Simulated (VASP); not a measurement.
A VASP calculation is set up with these files.

### KPOINTS
```
Regular mesh
0
gamma
 14 14 14
```

**POSCAR**
```
ZrN
3.2288790
  0.0000000000   0.7071067300   0.7071067300
  0.7071067300   0.0000000000   0.7071067300
  0.7071067300   0.7071067300   0.0000000000
Zr N
1 1
Cartesian
  0.0000000000   0.0000000000   0.0000000000
  0.7071067300   0.7071067300   0.7071067300
```

### INCAR
```
# general
SYSTEM  = ZrN
PREC    = Accurate
ENCUT   = 520
LREAL   = .FALSE.
LASPH   = .TRUE.

# electronic loop
EDIFF   = 1E-7
NELM    = 100
ALGO    = Normal
LMAXMIX = 4

# smearing
ISMEAR  = 1
SIGMA   = 0.1

# functional
GGA     = RE

# ions
ISIF    = 2

# output
LWAVE   = .FALSE.
LCHARG  = .FALSE.
```

POTCAR, in this order: Zr_sv N (PBE.64 set). Program: vasp_std.

Write an equivalent input for Quantum ESPRESSO's pw.x.

One equivalent input (not run):
```
&CONTROL
  calculation = 'scf'
  pseudo_dir = './pseudo'
  outdir = './out'
  tprnfor = .true.
  tstress = .true.
/
&SYSTEM
  ibrav = 0
  nat = 2
  ntyp = 2
  ecutwfc = 84
  occupations = 'smearing'
  smearing = 'methfessel-paxton'
  degauss = 0.00735
  input_dft = 'revpbe'
/
&ELECTRONS
  conv_thr = 7.3e-09
  electron_maxstep = 100
/
ATOMIC_SPECIES
  Zr 91.224 Zr.upf
  N 14.007 N.upf
CELL_PARAMETERS angstrom
     0.0000000    2.2831621    2.2831621
     2.2831621    0.0000000    2.2831621
     2.2831621    2.2831621    0.0000000
ATOMIC_POSITIONS crystal
  Zr   0.0000000  0.0000000  0.0000000
  N    0.5000000  0.5000000  0.5000000
K_POINTS automatic
  14 14 14 0 0 0
```
What does not carry over: the potentials are each code's own (VASP's PAW set, PseudoDojo norm-conserving files in pw.x), so ENCUT and ecutwfc are chosen apart and not converted; conv_thr bounds pw.x's estimated SCF error, while EDIFF bounds the energy change between steps.

The compound is ZrN in the rock salt structure. This cell is one point of a volume scan, at 0.97 of the reference volume.
